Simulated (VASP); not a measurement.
The system is Bi.

```xyz
2
Lattice="2.2675 1.3091 3.9380 -2.2675 1.3091 3.9380 0.0000 -2.6183 3.9380" Properties=species:S:1:pos:R:3 pbc="T T T"
Bi    0.0000    0.0000    2.7645
Bi    0.0000    0.0000    9.0495
```

| Quantity | Value |
| --- | --- |
| Program | VASP 6.6.1 |
| Task | relaxation of cell and atoms |
| Functional | rev-vdW-DF2 |
| Potentials or basis | VASP PAW PBE potentials, release 64 (Bi_d) |
| Cutoff | 600 eV |
| k mesh | 12 × 12 × 10 |
| Occupations | methfessel-paxton, width 0.1 eV |
| Spin | no spin polarisation |

At the start: pressure 1.3 GPa; volume 35.07 Å³/atom.

Q: Where does the relaxation end?

A: Over 14 steps the energy falls by 4.4 meV/atom and the volume is 35.79 Å³/atom (+2.0 %); space group R-3m (No. 166, to 0.05 Å).

The path:
| step | energy change (eV) | largest force (eV/Å) | pressure (GPa) | volume (Å³) |
| --- | --- | --- | --- | --- |
| 1 | 0.0000 | 0.2233 | 1.26 | 70.14 |
| 2 | -0.0052 | 0.0353 | -0.81 | 72.97 |
| 3 | -0.0081 | 0.0594 | -0.04 | 71.88 |
| 4 | -0.0081 | 0.0523 | -0.05 | 71.93 |
| 5 | -0.0081 | 0.0498 | -0.09 | 71.96 |
| 6 | -0.0085 | 0.0323 | -0.11 | 71.86 |
| 7 | -0.0087 | 0.0152 | -0.15 | 71.77 |
| 8 | -0.0087 | 0.0200 | -0.05 | 71.58 |
| 9 | -0.0088 | 0.0015 | -0.07 | 71.67 |
| 10 | -0.0088 | 0.0001 | -0.05 | 71.68 |
| 11 | -0.0088 | 0.0091 | -0.05 | 71.72 |
| 12 | -0.0088 | 0.0001 | -0.09 | 71.69 |
| 13 | -0.0088 | 0.0149 | 0.11 | 71.43 |
| 14 | -0.0088 | 0.0087 | 0.00 | 71.58 |

Final structure:
```
Bi
1.0
     2.27743    1.31488    3.98371
    -2.27743    1.31488    3.98371
     0.00000   -2.62975    3.98371
Bi
2
Cartesian
  0.0000 0.0000 2.8109
  0.0000 0.0000 9.1403
```

Caveat: the PAW data sets were made with another functional, which shifts forces and pressure a little.
